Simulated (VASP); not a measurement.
Na2PtCl6:

```xyz
9
Lattice="0.0000 4.7685 4.7685 4.7685 0.0000 4.7685 4.7685 4.7685 0.0000" Properties=species:S:1:pos:R:3 pbc="T T T"
Pt    0.0000    0.0000    0.0000
Na    2.3843    2.3843    2.3843
Na    7.1528    7.1528    7.1528
Cl    2.2412    4.7685    4.7685
Cl    4.7685    2.2412    4.7685
Cl    7.2958    4.7685    4.7685
Cl    4.7685    7.2958    4.7685
Cl    4.7685    4.7685    2.2412
Cl    4.7685    4.7685    7.2958
```

The cell was built by a generator and needn't be a form met in nature.

Base run:

```yaml
Program: VASP 6.6.1
Functional: PBE
Potentials_or_basis: VASP PAW PBE potentials, release 64 (Pt, Na_pv, Cl)
Cutoff: 520 eV
k_mesh: 3 × 3 × 3, shifted
Occupations: methfessel-paxton, width 0.0906 eV
Spin: no spin polarisation
```

Its results: band gap on the k mesh 2.36 eV, direct; pressure 5.6 GPa; largest force 1.623 eV/Å.

Q: The run is repeated on the same cell with these changes: k mesh from 3 × 3 × 3, shifted to 3 × 3 × 3. What comes out?

A: Band gap on the k mesh 2.51 eV, direct; pressure 5.6 GPa; largest force 1.621 eV/Å.

Caveats: spin-orbit coupling is left out, which moves the levels of the heavy elements; forces of over 1 eV/Å show positions far from the minimum, so gaps and moduli don't describe the material at rest; an odd mesh through Γ misses points on the zone boundary, where band edges often lie (some runs).

Not every run made on this cell is shown here.
